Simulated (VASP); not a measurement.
Consider the following.

```yaml
crystal:
  lattice:
    - [0.00000, 2.76019, 2.76019]
    - [2.76019, 0.00000, 2.76019]
    - [2.76019, 2.76019, 0.00000]
  atoms:
    - { symbol: Ta, position: [0.00000, 0.00000, 0.00000] }
    - { symbol: P, position: [0.25000, 0.25000, 0.25000] }
```

Computed with PBEsol GGA, VASP's PBE PAW potentials (set 64) (plane waves; VASP). Run with 400 eV cut-off, 10×10×10 Γ-centred mesh, first-order Methfessel-Paxton smearing of 0.10 eV, potentials Ta_pv P.

Unless said otherwise, spin-orbit coupling is left out, though it shifts the bands of the heavy elements here.

Question: Estimate the energy per atom (σ→0), band gap (on the k-mesh) with the smallest direct gap where there is one.

Answer: 
```
Quantity                                                     Value
------------------------  ----------------------------------------
band gap (on the k-mesh)  none (metal, semimetal or under 0.01 eV)
energy per atom (σ→0)                               -9.016 eV/atom
```

Only differences to runs with the same potentials and settings are physical.

The structure was generated: TaP was put into the zinc blende type (F-43m), which need not be its known phase. It was relaxed first, which changed the volume by -36 %. The start is the result of an earlier pass.
